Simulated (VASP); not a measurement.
Data:

```
CELL_PARAMETERS angstrom
      1.96877    -3.41002     0.00000
      1.96877     3.41002     0.00000
      0.00000     0.00000     6.18142
ATOMIC_POSITIONS crystal
  La 0.33333 0.66667 0.24722
  La 0.66667 0.33333 0.75278
  O  0.00000 0.00000 0.00000
  O  0.33333 0.66667 0.64579
  O  0.66667 0.33333 0.35421
```

Level of theory: PBE GGA, VASP's PBE PAW potentials (set 64) (plane waves; VASP 6.6.1). Numerical set-up: 500 eV cut-off, Gaussian smearing of 0.050 eV, potentials La O.

Give the energies of bands 12 to 23 at the high-symmetry points, in eV from the valence-band maximum.

| band | Γ | M | K | A | L | H |
|---|---|---|---|---|---|---|
| 12 | -2.32 | -2.20 | -1.58 | -2.64 | -2.92 | -2.25 |
| 13 | -2.32 | -1.93 | -1.58 | -2.64 | -2.10 | -2.25 |
| 14 | -2.17 | -1.90 | -1.57 | -2.55 | -1.49 | -1.67 |
| 15 | -2.17 | -1.26 | -1.28 | -1.87 | -1.13 | -1.34 |
| 16 | -2.07 | -0.74 | -1.28 | -1.87 | -0.97 | -1.34 |
| 17 | -1.61 | -0.71 | -0.79 | -0.97 | -0.95 | -0.54 |
| 18 | -0.34 | -0.65 | -0.79 | -0.75 | -0.68 | -0.27 |
| 19 | -0.34 | -0.40 | -0.77 | -0.26 | -0.35 | -0.27 |
| 20 | -0.09 | -0.28 | -0.11 | -0.26 | 0.00 | -0.23 |
| 21 | 4.27 | 3.86 | 3.87 | 4.66 | 4.38 | 4.23 |
| 22 | 4.62 | 4.68 | 4.73 | 4.74 | 4.59 | 4.83 |
| 23 | 4.62 | 5.12 | 4.73 | 4.74 | 5.02 | 4.89 |

The gap is indirect, 3.86 eV, from the valence maximum at L to the conduction minimum at M.

The compound is La2O3 in the a-type structure. It was relaxed first.
